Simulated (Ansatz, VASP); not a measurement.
**K2B2P in VASP and in Ansatz**

INCAR

```
SYSTEM = K2B2P
ALGO = Normal
EDIFF = 1E-6
EDIFFG = -0.01
ENCUT = 600
GGA = PE
IBRION = 2
ISIF = 3
ISMEAR = 0
LASPH = .True.
LCHARG = .False.
LREAL = .False.
LWAVE = .False.
NELM = 100
NSW = 100
PREC = Accurate
SIGMA = 0.02
```

File KPOINTS:

```
k-points
0
Gamma
  6 6 6
  0 0 0
```

File POSCAR:

```
K2B2P
1.0
    5.3663965734      0.0000000000      0.0000000000
   -2.6831982867      4.6474357594      0.0000000000
    0.0000000000      0.0000000000      5.0691151012
K B P
2 2 1
Direct
    0.3333333333      0.6666666667      0.2823953545
    0.6666666667      0.3333333333      0.7176046455
    0.0000000000      0.0000000000      0.3495859037
    0.0000000000      0.0000000000      0.6504140963
    0.0000000000      0.0000000000      0.0000000000
```

Input for Ansatz:

```yaml
crystal:
  lattice:
    - [5.3663965734, 0.0, 0.0]
    - [-2.6831982867, 4.6474357594, 0.0]
    - [0.0, 0.0, 5.0691151012]
  atoms:
    - { symbol: K, position: [0.3333333333, 0.6666666667, 0.2823953545] }
    - { symbol: K, position: [0.6666666667, 0.3333333333, 0.7176046455] }
    - { symbol: B, position: [0.0, 0.0, 0.3495859037] }
    - { symbol: B, position: [0.0, 0.0, 0.6504140963] }
    - { symbol: P, position: [0.0, 0.0, 0.0] }
basis:
  ecutwfc: 420
kpoints:
  mp_grid: { grid: [6, 6, 6] }
hamiltonian:
  xc: pbe
scf:
  occupations: { method: gaussian, width: 0.02 }
output:
  forces: true
  stress: true
  eigenvalues: true
relax:
  adjacent_minimum: "off"
  f_tol: 0.01
  max_steps: 80
  cell: { stress_tol: 0.05 }
```

Change from the starting cell: species swapped into the Rb2PtC2 type (P-3m1, No. 164).

Alike in both runs: task relaxation of cell and atoms; functional PBE; k mesh 6 × 6 × 6; occupations gaussian, width 0.02 eV; no spin polarisation.

|  | VASP | Ansatz |
| --- | --- | --- |
| version | VASP 6.6.1 | Ansatz 0.2.0 |
| potentials or method | VASP PAW PBE potentials, release 64 (K_sv, B, P) | scalar-relativistic, plane waves, PAW |
| plane-wave cutoff (eV) | 600 | 420 |
| valence electrons in the cell | 29 | 29 |

VASP gave:

```
gap on the k mesh at the Fermi level, each at its own relaxed structure (eV) : none
relaxed volume (Å³/atom)                                                     : 25.35
relaxed cell length with the largest relative difference (Å)                 : 5.366
```

Estimate Ansatz's values.

gap on the k mesh at the Fermi level, each at its own relaxed structure (eV): none; relaxed volume (Å³/atom): 25.33; relaxed cell length with the largest relative difference (Å): 5.364.

A gap of «none» marks a metal or a gap that the smearing closes.
